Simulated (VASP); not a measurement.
Consider the following.

```
SnTe
1.0
    0.00000     3.12492     3.12492
    3.12492     0.00000     3.12492
    3.12492     3.12492     0.00000
Sn Te
1 1
Direct
  0.00000   0.00000   0.00000
  0.25000   0.25000   0.25000
```

The numbers are results of PBEsol GGA, VASP's PBE PAW potentials (set 64) (plane waves; VASP), not measurements. Settings: 500 eV cut-off, 10×10×10 Γ-centred mesh, first-order Methfessel-Paxton smearing of 0.10 eV, potentials Sn_d Te.

Energy and stress use the plane-wave basis of the starting cell.

**Question.** The ions, cell shape and volume at an external pressure of 30.0 GPa are relaxed. Which structure does the run end with?

**Answer.** 
```
SnTe
1.0
    0.00000     3.02928     3.02928
    3.02928     0.00000     3.02928
    3.02928     3.02928     0.00000
Sn Te
1 1
Direct
  0.00000   0.00000   0.00000
  0.25000   0.25000   0.25000
```
Space group F-43m (216), at a tolerance of 0.03 Å.

**Question.** How do energy and volume change from the first to the last step?

**Answer.** The energy (σ→0) changes by +418.3 meV/atom and the volume by -8.9 %, in 5 ionic steps.

| step | E(σ→0) (eV) | max force (eV/Å) | pressure (GPa) | volume (Å³) |
|---|---|---|---|---|
| 1 | -6.3620 | 0.000 | 20.00 | 61.03 |
| 2 | -2.7137 | 0.000 | 66.11 | 45.71 |
| 3 | -5.5987 | 0.000 | 29.19 | 55.99 |
| 4 | -5.5446 | 0.000 | 29.83 | 55.70 |
| 5 | -5.5253 | 0.000 | 30.10 | 55.60 |

The structure was generated: SnTe was put into the zinc blende type (F-43m), which need not be its known phase. This run relaxes it under an external pressure of 30 GPa. Symmetry was kept, so distortions that lower it aren't found.
